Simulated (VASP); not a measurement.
Output of a VASP run:

**OUTCAR**
```
 ion  position               nearest neighbor table
   1  0.000  0.000  0.000-   2 2.36   2 2.36   2 2.36   2 2.36
   2  0.250  0.250  0.250-   1 2.36   1 2.36   1 2.36   1 2.36
  LATTYP: Found a face centered cubic cell.
 ALAT       =     5.4516200000
 Subroutine PRICEL returns:
 Original cell was already a primitive cell.
 Subroutine GETGRP returns: Found 24 space group operations
The static configuration has the point symmetry T_d .
The dynamic configuration has the point symmetry T_d .
 Subroutine INISYM returns: Found 24 space group operations
 Subroutine IBZKPT returns following result:
 Found      8 irreducible k-points:

 Following reciprocal coordinates:
            Coordinates               Weight
  0.000000  0.000000  0.000000      1.000000
  0.250000  0.000000  0.000000      8.000000
  0.500000  0.000000  0.000000      4.000000
  0.250000  0.250000  0.000000      6.000000
  0.500000  0.250000  0.000000     24.000000
 -0.250000  0.250000  0.000000     12.000000
  0.500000  0.500000  0.000000      3.000000
 -0.250000  0.500000  0.250000      6.000000
   k-points           NKPTS =      8   k-points in BZ     NKDIM =      8   number of bands    NBANDS=     13
   number of dos      NEDOS =    301   number of ions     NIONS =      2
   total plane-waves  NPLWV =  13824
   dimension x,y,z NGX =    24 NGY =   24 NGZ =   24
   dimension x,y,z NGXF=    48 NGYF=   48 NGZF=   48
   ions per type =               1   1
   PREC   = normal    normal or accurate (medium, high low for compatibility)
   ISTART =      0    job   : 0-new  1-cont  2-samecut
   ICHARG =      2    charge: 1-file 2-atom 10-const
   ISPIN  =      1    spin polarized calculation?
   LNONCOLLINEAR =      F non collinear calculations
   LSORBIT =      F    spin-orbit coupling
   INIWAV =      1    electr: 0-lowe 1-rand  2-diag
   ENCUT  =  500.0 eV  36.75 Ry    6.06 a.u.   7.03  7.03  7.03*2*pi/ulx,y,z
   NELM   =    100;   NELMIN=  2; NELMDL= -5     # of ELM steps
   EDIFF  = 0.1E-07   stopping-criterion for ELM
   LREAL  =      F    real-space projection
   NLSPLINE    = F    spline interpolate recip. space projectors
   LMAXMIX     =    2 max onsite mixed and CHGCAR
   VOSKOWN=      0    Vosko Wilk Nusair interpolation
   EDIFFG = 0.1E-06   stopping-criterion for IOM
   NSW    =      0    number of steps for IOM
   NBLOCK =      1;   KBLOCK =      1    inner block; outer block
   IBRION =     -1    ionic relax: 0-MD 1-quasi-New 2-CG
   NFREE  =      0    steps in history (QN), initial steepest desc. (CG)
   ISIF   =      2    stress and relaxation
   ISYM   =      2    0-nonsym 1-usesym 2-fastsym
   TEIN   =    0.0    initial temperature
   TEBEG  =    0.0;   TEEND  =   0.0 temperature during run
   SMASS  =  -3.00    Nose mass-parameter (am)
   PSTRESS=    0.0 pullay stress
   NELECT =      18.0000    total number of electrons
   EFERMI =   0.00;   METHOD = LEGACY
   ISMEAR =     0;   SIGMA  =   0.01  broadening in eV -4-tet -1-fermi 0-gaus
   IALGO  =     38    algorithm
   LDIAG  =      T    sub-space diagonalisation (order eigenvalues)
   IMIX   =      4    mixing-type and parameters
     AMIX     =   0.40;   BMIX     =  1.00
     AMIX_MAG =   1.60;   BMIX_MAG =  1.00
     AMIN     =   0.10
   GGA     = PE    functional components
   VOSKOWN =     0    Vosko Wilk Nusair interpolation
   LHFCALC =     F    Hartree Fock is set to
   LHFONE  =     F    Hartree Fock one center treatment
   AEXX    =    0.0000 exact exchange contribution
   IVDW    =     0    specifies the selected vdW correction
   LEPSILON=     F    determine dielectric tensor
   LRPA    =     F    only Hartree local field effects (RPA)
  energy-cutoff  :      500.00
  volume of cell :       40.51
      direct lattice vectors                 reciprocal lattice vectors
     0.000000000  2.725810000  2.725810000    -0.183431714  0.183431714  0.183431714
     2.725810000  0.000000000  2.725810000     0.183431714 -0.183431714  0.183431714
     2.725810000  2.725810000  0.000000000     0.183431714  0.183431714 -0.183431714
 k-point     1 :   0.0000 0.0000 0.0000  plane waves:     965
 k-point     2 :   0.2500 0.0000 0.0000  plane waves:    1022
...
```

OSZICAR:
```
       N       E                     dE             d eps       ncg     rms          rms(c)
DAV:   1     0.112233307853E+03    0.11223E+03   -0.10339E+04   224   0.177E+03
DAV:   2     0.168685403145E+00   -0.11206E+03   -0.10879E+03   238   0.375E+02
DAV:   3    -0.886695336527E+01   -0.90356E+01   -0.89723E+01   286   0.132E+02
DAV:   4    -0.926417285726E+01   -0.39722E+00   -0.39695E+00   333   0.273E+01
DAV:   5    -0.926706125716E+01   -0.28884E-02   -0.28882E-02   281   0.167E+00    0.481E+00
DAV:   6    -0.899158934432E+01    0.27547E+00   -0.57718E-01   342   0.174E+01    0.270E+00
DAV:   7    -0.895770472549E+01    0.33885E-01   -0.11994E-01   276   0.343E+00    0.102E+00
DAV:   8    -0.895851230247E+01   -0.80758E-03   -0.92795E-03   247   0.887E-01    0.150E-01
DAV:   9    -0.895897116291E+01   -0.45886E-03   -0.13077E-03   282   0.411E-01    0.505E-02
DAV:  10    -0.895915525175E+01   -0.18409E-03   -0.20531E-04   244   0.140E-01    0.126E-02
DAV:  11    -0.895917037902E+01   -0.15127E-04   -0.27605E-05   305   0.556E-02    0.281E-03
DAV:  12    -0.895917122227E+01   -0.84325E-06   -0.18937E-06   236   0.125E-02    0.505E-04
DAV:  13    -0.895917119814E+01    0.24121E-07   -0.12419E-07   354   0.333E-03    0.101E-04
DAV:  14    -0.895917120167E+01   -0.35261E-08   -0.51630E-09   159   0.810E-04
   1 F= -.89591712E+01 E0= -.89591712E+01  d E =-.435712E-31
```

File OUTCAR:
```
------------------------ aborting loop because EDIFF is reached ----------------------------------------
  FORCE on cell =-STRESS in cart. coord.  units (eV):
  Direction    XX          YY          ZZ          XY          YZ          ZX
  --------------------------------------------------------------------------------------
  Total        0.6718869      0.6718869      0.6718869      0.0000000     -0.0000000      0.0000000
  in kB       26.5760265     26.5760265     26.5760265      0.0000000     -0.0000000      0.0000000
  external PRESSURE =      26.5760265 kB  Pullay stress =       0.0000000 kB
  volume of cell :       40.51
      direct lattice vectors                 reciprocal lattice vectors
     0.000000000  2.725810000  2.725810000    -0.183431714  0.183431714  0.183431714
     2.725810000  0.000000000  2.725810000     0.183431714 -0.183431714  0.183431714
     2.725810000  2.725810000  0.000000000     0.183431714  0.183431714 -0.183431714
  FREE ENERGIE OF THE ION-ELECTRON SYSTEM (eV)
  ---------------------------------------------------
  free  energy   TOTEN  =        -8.9591712017 eV

  energy  without entropy=       -8.9591712017  energy(sigma->0) =       -8.95917120
```
(Selected blocks of OUTCAR.)

### POSCAR
```
GaP
1
    0.0000000000     2.7258100000     2.7258100000
    2.7258100000     0.0000000000     2.7258100000
    2.7258100000     2.7258100000     0.0000000000
Ga P
1 1
Direct
  0.0000000000   0.0000000000   0.0000000000
  0.2500000000   0.2500000000   0.2500000000
```

Reconstruct the remaining input files.

Several could match; the one computed here: the input of the run itself, PBE GGA, plane waves, VASP's PBE PAW potentials (set 64).

### KPOINTS
```
K-points
0
G
 4 4 4
0 0 0
```

**INCAR**
```
! general
SYSTEM = GaP
PREC   = Normal
ENCUT  = 500   ! plane-wave cut-off (eV)
LREAL  = .FALSE.
LASPH  = .TRUE.

! electronic loop
EDIFF  = 1E-8
NELM   = 100   ! most electronic steps
ALGO   = Normal

! smearing
ISMEAR = 0   ! Gaussian
SIGMA  = 0.01

! functional
GGA    = PE

! output
LWAVE  = .TRUE.
LCHARG = .FALSE.
```

POTCAR, in this order: Ga_d_GW P_GW (PBE.64 set). Program: vasp_std.

The structure comes from a computed database's GaP entry (F-43m); how it stands against other phases isn't given here. The cell was not relaxed at this level. The k-mesh is coarse (spacing up to 0.50 per Å, 2π included), so the numbers may not be converged in it.
